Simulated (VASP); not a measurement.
The input files of a VASP run:

POSCAR:
```
Li2S
1
    0.0000000000     2.8600000000     2.8600000000
    2.8600000000     0.0000000000     2.8600000000
    2.8600000000     2.8600000000     0.0000000000
Li S
2 1
Direct
  0.2500000000   0.2500000000   0.2500000000
  0.7500000000   0.7500000000   0.7500000000
  0.0000000000   0.0000000000   0.0000000000
```

INCAR:
```
SYSTEM = Li2S
PREC = Accurate
ENCUT = 520
EDIFF = 1E-6
NELM = 100
ALGO = Normal
LREAL = .FALSE.
LASPH = .TRUE.
ISMEAR = 0
SIGMA = 0.05
GGA = PE
LWAVE = .FALSE.
LCHARG = .FALSE.
ISIF = 2
ICHARG = 11
```

File KPOINTS:
```
Automatic mesh
0
Gamma
6 6 6
0 0 0
```

POTCAR, in this order: Li_sv S (PBE.64 set). Program: vasp_std.

Output

File standard output:
```
 POSCAR found type information on POSCAR LiS
 POSCAR found :  2 types and       3 ions
 Reading from existing POTCAR
 Reading from existing POTCAR
 LDA part: xc-table for (Slater+PW92), standard interpolation
 WARNING: stress and forces are not correct
 POSCAR, INCAR and KPOINTS ok, starting setup
 WAVECAR not read
 WARNING: CHGCAR is incomplete

 -----------------------------------------------------------------------------
|                                                                             |
|     EEEEEEE  RRRRRR   RRRRRR   OOOOOOO  RRRRRR      ###     ###     ###     |
|     E        R     R  R     R  O     O  R     R     ###     ###     ###     |
|     E        R     R  R     R  O     O  R     R     ###     ###     ###     |
|     EEEEE    RRRRRR   RRRRRR   O     O  RRRRRR       #       #       #      |
|     E        R   R    R   R    O     O  R   R                               |
|     E        R    R   R    R   O     O  R    R      ###     ###     ###     |
|     EEEEEEE  R     R  R     R  OOOOOOO  R     R     ###     ###     ###     |
|                                                                             |
|     ICHARG>10                                                               |
|                                                                             |
|       ---->  I REFUSE TO CONTINUE WITH THIS SICK JOB ... BYE!!! <----       |
|                                                                             |
 -----------------------------------------------------------------------------
```

Q: From input and log, find the fault in this run and mend it.

A: The cause: ICHARG = 11 asks for a fixed density, but there is no CHGCAR. VASP stops with an error: ERROR: charge density could not be read from file CHGCAR for ICHARG>10 ----> I REFUSE TO CONTINUE WITH THIS SICK JOB ... BYE!!! <---- To mend it, run self-consistently first and keep its CHGCAR, or remove ICHARG. The plain static run on this cell (PBE GGA, plane waves, VASP's PBE PAW potentials (set 64)) converges, and its OSZICAR ends with
```
   1 F= -.11995583E+02 E0= -.11995583E+02  d E =-.216954E-14
```

The compound is Li2S in the antifluorite structure. The cell was not relaxed at this level.
